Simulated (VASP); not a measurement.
```xyz
6
Lattice="1.6179 -2.8024 0.0000 1.6179 2.8024 0.0000 0.0000 0.0000 13.0804" Properties=species:S:1:pos:R:3 pbc="T T T"
Mo     1.6179     0.9341     3.2701
Mo     1.6179    -0.9341     9.8103
S      1.6179     0.9341    11.3929
S      1.6179    -0.9341     4.8527
S      1.6179    -0.9341     1.6875
S      1.6179     0.9341     8.2277
```

These are SCAN meta-GGA, VASP's PBE PAW potentials (set 64) (plane waves; VASP) values and carry that method's errors. Settings: 520 eV cut-off, 8×8×2 Γ-centred mesh, Gaussian smearing of 0.050 eV, potentials Mo_sv S.

The ions and cell shape at fixed volume are relaxed. What does this cell relax into?

```xyz
6
Lattice="1.5900 -2.7539 0.0000 1.5900 2.7539 0.0000 0.0000 0.0000 13.5449" Properties=species:S:1:pos:R:3 pbc="T T T"
Mo     1.5900     0.9180     3.3862
Mo     1.5900    -0.9180    10.1587
S      1.5900     0.9180    11.7107
S      1.5900    -0.9180     4.9383
S      1.5900    -0.9180     1.8342
S      1.5900     0.9180     8.6067
```
Space group P6_3/mmc (194), at a tolerance of 0.03 Å.

How much energy does the relaxation gain?

The energy (σ→0) changes by -24.6 meV/atom, in 9 ionic steps.

The compound is MoS2 in the 2H layered structure. This cell is one point of a volume scan, at 1.06 of the reference volume. Symmetry was kept, so distortions that lower it aren't found.
